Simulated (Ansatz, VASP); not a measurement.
# Cross-check of HfTeSe between VASP and Ansatz, part 2 of 2

Aim: how closely do two programs agree when they are given the same cell, functional and k mesh? The structure shown is the end of the VASP relaxation below.

VASP 6.6.1 and Ansatz 0.2.0.

So far: Set-up; VASP: relaxation, PBEsol.

## 3. Ansatz: single point, PBEsol

Level of this step: Ansatz beside VASP: Kohn-Sham DFT, plane waves, PBEsol (Ansatz).

Ansatz runs on its default PAW (the set named soft_2) files.

The same cell, functional, mesh and smearing now go to Ansatz, which takes its cutoff from its data sets.

Contents of input.yaml:

```yaml
crystal:
  lattice:
    - [3.88401291, 0.0, 0.0]
    - [-1.94200646, 3.36365385, 0.0]
    - [0.0, 0.0, 18.27103171]
  atoms:
    - { symbol: Te, position: [0.66666667, 0.33333333, 0.58913671] }
    - { symbol: Hf, position: [0.0, 0.0, 0.48944018] }
    - { symbol: Se, position: [0.33333333, 0.66666667, 0.41128915] }
hamiltonian:
  xc: pbesol
  pseudopotentials: { kind: paw }
kpoints:
  mp_grid: { grid: [9, 9, 1] }
scf:
  occupations: { method: gaussian, width: 0.05 }
  n_extra_bands: 4
efield:
  axis: 3
  dipole_correction: true
  ramp_width: 0.04
output:
  forces: true
  eigenvalues: true
  write_density: true
  write_potential: true
  elf: true
  volumetric_format: npy
```

On the command line:

```
> ansatz run input.yaml --threads 2 --pin off --max-ram 4608MiB --backend cpu --events-out ev --progress --plain --runs-dir out
```

Numbers of over 12 decimals in the logs are rounded to 6 here.

Output:

```text
scf.n_extra_bands = 4 over 29 filled bands (N_el = 58.0): the run solves 33 bands
Engine: ansatz 0.2.0, x86_64-unknown-linux-gnu
Pseudopotentials: kind: paw
Pseudopotential: Te, paw, valence charge 16, recommended cutoff 420 eV (normal), Te.paw.azcp
Pseudopotential: Hf, paw, valence charge 26, recommended cutoff 420 eV (normal), Hf.paw.azcp
Pseudopotential: Se, paw, valence charge 16, recommended cutoff 420 eV (normal), Se.paw.azcp
Functional definition: PBEsol
  exchange = pbesol_x
  correlation = pbesol_c
Crystal: 3 atoms, lattice volume = 238.701 Å³
Basis set: ecut = 420 eV, 4729 PW (Γ), exchange–correlation on 54×54×250 points (8 copies of the dense FFT grid, shifted against one another)
Bands: 33, of which v1, the nominal top of the filled ones, is band 29 counted from 1 (28 counted from 0)
Symmetry: 6 space group operations
Space group: P3m1 (ITA 156), of the structure as read, at distance tolerance 6.2e-5 Å
k-points: 12 of 81 (time reversal used)
Non-local potential: Te, projectors of the file, l = 0: 2, l = 1: 2, l = 2: 2, l = 3: 2
Non-local potential: Hf, projectors of the file, l = 0: 3, l = 1: 2, l = 2: 2, l = 3: 3
Non-local potential: Se, projectors of the file, l = 0: 2, l = 1: 2, l = 2: 3, l = 3: 1
PAW form: soft (Blöchl's): semilocal exchange-correlation on the pseudo side does not see the compensation charge
PAW frozen core: Te, regenerated for the run's functional, and the local potential with it (the file was generated under x = pbe(κ = 0.804, μ = 0.219515), c = pbe(β = 0.066725))
PAW frozen core: Hf, regenerated for the run's functional, and the local potential with it (the file was generated under x = pbe(κ = 0.804, μ = 0.219515), c = pbe(β = 0.066725))
PAW frozen core: Se, regenerated for the run's functional, and the local potential with it (the file was generated under x = pbe(κ = 0.804, μ = 0.219515), c = pbe(β = 0.066725))
PAW one-centre angular grid: Te, 590 points (default); XC on 64 Gauss nodes
PAW one-centre angular grid: Hf, 590 points (default); XC on 64 Gauss nodes
PAW one-centre angular grid: Se, 590 points (default); XC on 64 Gauss nodes
Initial density: superposition of atomic densities (neutral atoms: chi_scale 0, normalization atom), corrected by the library's trained network
Initial wavefunctions: pseudopotential atomic-orbital guess
Functional: x = pbesol(κ = 0.804, μ = 0.123457), c = pbesol(β = 0.046)
SCF iter   1: F=—  HF=-27926.834984 eV  |F-HF|=—  |Δ(HF+E_count)|=         —  Δρ=2.48e-3  dr2=8.02e-2  ethr=1.77e-3  p=0.029 e·Å  D=2.16e-2 V/Å  ΔV_dip=-0.40 eV  dr2_dipole=2.54e-2  V_vac-E_F(+/−)=4.55/4.95 eV  ⟨swp⟩=8.4  Hψ=1664  notcnv=0
efield: sawtooth ramp at fractional position 0.9802 (placed from the atoms, in the widest stretch of the axis that holds none; the zero of the levels goes with the place), width 0.0400; the density the first Hamiltonian is built on has a dipole p = 0.029 e·Å; the dipole correction subtracts the counter field D = 2.16e-2 V/Å, which shifts the + side's vacuum level by -0.40 eV against the − side's; the planar-averaged density in the ramp window peaks in size at 2.1e-5 e/Å³
preconditioner: auto → LDOS  [insulator: Δε(μ)=0.508 eV  Ē_g=10.945 eV  σ=0.050 eV  W_gap=0.57  n_scr=54 (ndim 8)  ℏωp=13.2 eV  f_vac=0.644  D(μ)=1.69/eV (n_scr^D=6)  ε∞_Penn≈2.4  β→1.0]
SCF iter   2: F=—  HF=-27926.825047 eV  |F-HF|=—  |Δ(HF+E_count)|=   9.94e-3  Δρ=1.10e-3  dr2=6.88e-3  ethr=1.38e-4  p=-0.011 e·Å  D=-8.49e-3 V/Å  ΔV_dip=0.16 eV  dr2_dipole=3.89e-4  V_vac-E_F(+/−)=4.93/4.77 eV  ⟨swp⟩=2.4  Hψ=707  notcnv=0
SCF iter   3: F=—  HF=-27926.823569 eV  |F-HF|=—  |Δ(HF+E_count)|=   1.48e-3  Δρ=6.32e-4  dr2=3.24e-3  ethr=1.19e-5  p=0.001 e·Å  D=6.65e-4 V/Å  ΔV_dip=-0.01 eV  dr2_dipole=7.28e-4  V_vac-E_F(+/−)=4.74/4.76 eV  ⟨swp⟩=2.0  Hψ=780  notcnv=0
SCF iter   4: F=—  HF=-27926.822973 eV  |F-HF|=—  |Δ(HF+E_count)|=   5.97e-4  Δρ=2.17e-4  dr2=3.74e-4  ethr=5.59e-6  p=-0.001 e·Å  D=-1.01e-3 V/Å  ΔV_dip=0.02 eV  dr2_dipole=9.59e-5  V_vac-E_F(+/−)=4.78/4.76 eV  ⟨swp⟩=2.0  Hψ=672  notcnv=0
SCF iter   5: F=—  HF=-27926.822888 eV  |F-HF|=—  |Δ(HF+E_count)|=   8.52e-5  Δρ=5.30e-5  dr2=2.95e-5  ethr=6.45e-7  p=-0.003 e·Å  D=-2.17e-3 V/Å  ΔV_dip=0.04 eV  dr2_dipole=1.02e-5  V_vac-E_F(+/−)=4.79/4.75 eV  ⟨swp⟩=2.7  Hψ=746  notcnv=0
SCF iter   6: F=—  HF=-27926.822870 eV  |F-HF|=—  |Δ(HF+E_count)|=   1.78e-5  Δρ=2.04e-5  dr2=2.05e-6  ethr=5.09e-8  p=-0.003 e·Å  D=-2.57e-3 V/Å  ΔV_dip=0.05 eV  dr2_dipole=2.62e-7  V_vac-E_F(+/−)=4.80/4.75 eV  ⟨swp⟩=2.0  Hψ=571  notcnv=0
SCF iter   7: F=—  HF=-27926.822869 eV  |F-HF|=—  |Δ(HF+E_count)|=   2.90e-7  Δρ=5.89e-6  dr2=7.89e-8  ethr=1.72e-10  p=-0.003 e·Å  D=-2.62e-3 V/Å  ΔV_dip=0.05 eV  dr2_dipole=5.13e-9  V_vac-E_F(+/−)=4.80/4.75 eV  ⟨swp⟩=10.4  Hψ=3489  notcnv=0
SCF iter   8: F=-27926.822869 eV  HF=-27926.822869 eV  |F-HF|=2.82e-8  |Δ(HF+E_count)|=   2.05e-8  Δρ=2.45e-6  dr2=1.35e-8  ethr=1.36e-10  p=-0.003 e·Å  D=-2.62e-3 V/Å  ΔV_dip=0.05 eV  dr2_dipole=1.35e-10  V_vac-E_F(+/−)=4.80/4.75 eV  ⟨swp⟩=10.9  Hψ=3341  notcnv=0
SCF 1 converged in 8 iterations: F = -27926.822869 eV  dr2 = 1.35e-8
  greatest PAW one-centre occupation: 1.000 electrons in one spin orbital (limit 2), on the Se atom at site 2 (counted from 0), in its partial waves of l = 2
WARN: The input density's exchange-correlation potential varies sharply where the density is thin. Do not read a vacuum level from v_tot or v_xc, or from such a field of the output density. On a cell that repeats whose density bears no net charge and no dipole along the vacuum's axis use v_es (v_loc + v_h of the components); under efield.dipole_correction with no amplitude use v_es + v_field, which holds any external [...]
SCF converged after 8 iterations
Free energy (F): -27926.822869 eV
Harris-Foulkes:  -27926.822869 eV  (|F-HF|=2.82e-8)
Internal energy: -27926.820655 eV  (E = F + TS)
E sigma→0 (E₀):  -27926.821762 eV
Entropy (-TS):   -0.002215 eV (-0.738 meV/atom)
Fermi energy:    0.789581 eV
Dipole field:    D = -0.002636 V/Å  (p = -0.003477 e·Å, saw-weighted, corrected)
Work function:   Φ+ = 4.7993 eV   Φ− = 4.7512 eV
Levels:          The Fermi level and band energies are counted from a zero that moves with the ramp; work functions are not
--- Per-component energies (eV) ---
  E_band       = -1377.665640
  E_kinetic    = 720.496353
  E_local      = -49722.941539  (includes V_loc(G=0)·N_el)
  E_nonlocal   = -2139.489854
  E_hartree    = 24485.400426
  E_xc         = -523.564490
  E_vxc        = -467.111671  (∫ρ·V_xc dr)
  E_paw        = -13258.359228  (= ΣΔE_a)
  E_vpaw       = 1260.597467  (= ΣTr[D̂ρ^β])
  E_aug_tail   = -0.000800  (compensation charges beyond the density's cutoff)
  E_efield     = 0.000005  (sawtooth field / dipole correction)
  E_vefield    = -0.013479  (∫n·V_field dr)
  E_ewald      = 12509.004115
  E_core_change = 2.634357  (= ΣΔE_core)
  E_smearing   = -0.002215  (= −TS)
  E_closure    = -0.000000  (closes the sum)
  Σ components = -27926.822869   (vs F -27926.822869, Δ=0.00e0)
--- Forces (eV/Å), atoms counted from 1 ---
  atom   1  Te     0.00000000     0.00000000     0.02581888
  atom   2  Hf    -0.00000000    -0.00000000     0.03463539
  atom   3  Se    -0.00000000    -0.00000000    -0.06043935
  max |Σ_I F_I| component: 1.49e-5 eV/Å
--- Band table (eV; the first three rows and the last of 12) ---
  k-point 0: bands = [... 25 lower, -2.3389, -0.9256, 0.8093, 0.8093, 1.5263, 1.5263, 2.0412, 4.1072]
  k-point 1: bands = [... 25 lower, -2.2991, -0.6940, -0.2754, 0.3144, 1.5490, 2.0543, 2.4460, 4.1574]
  k-point 2: bands = [... 25 lower, -2.2317, -1.7957, -0.4988, -0.2184, 1.2308, 2.6234, 2.7966, 4.0325]
  k-point 11: bands = [... 25 lower, -3.1577, -1.9720, -1.8586, -1.5758, 2.1338, 2.6644, 2.9081, 4.4682]
```

Run time: 3.5 s. Hardware: 2 threads of Intel Xeon 6975P-C (Granite Rapids), shared host; peak memory 0.58 GiB; 6.8 s of CPU time.

## 4. Side by side

Known differences besides the potentials themselves: the data sets hold 58 valence electrons in Ansatz (default PAW (the set named soft_2) files) and 16 in VASP; the cutoff is 420 eV in Ansatz and 300 eV in VASP (PREC = Normal); Ansatz makes its cores anew for this functional, VASP keeps those of its PBE data sets; VASP leaves aspherical gradient terms in its spheres out (LASPH is not set), Ansatz keeps them. Total energies have different zeros and are not compared.

At this near-relaxed geometry the largest component of a force difference is 68 meV/Å. VASP's last cycles still show a density residual of 2e-03, so its state may not be settled.

## 5. Other set-ups

Further runs change the set-up of one program: Ansatz's method, potentials or start, or VASP's data sets, cutoff or form of LDA. The table gives Ansatz less VASP for each quantity, since a change that brings one quantity closer may part another.

```tsv
run	r.m.s. force difference (meV/Å)
as above	29
cores kept as stored	30
Ansatz's larger PAW set (cutoff 620 eV)	31
norm-conserving potentials (cutoff 1170 eV)	24
```

## 6. Summary of results

| Property | Result |
| --- | --- |
| r.m.s. force difference (single point, PBEsol) | 29 meV/Å |

The r.m.s. force difference is 29 meV/Å (single point, PBEsol), beyond the 12 meV/Å picked in this series as the mark of a large difference. For single point, PBEsol, no further run moves any of the tabulated differences by more than a quarter of its size. Such differences can come from data sets, numerical settings and the points named under the comparisons, not from the functional's error against experiment.

[Lines on the potential files, build, host, timing and source positions are cut from VASP's logs without a mark.]

[Logs are printed without paths, hosts, clocks, repeated set-up lines and the standing remarks that a program may print on its own settings, such as how far it seeks lower states.]

[Hosts, paths, dates, database ids (printed as entryN), source tags and the programs' standing remarks are cut or masked in the printed files.]
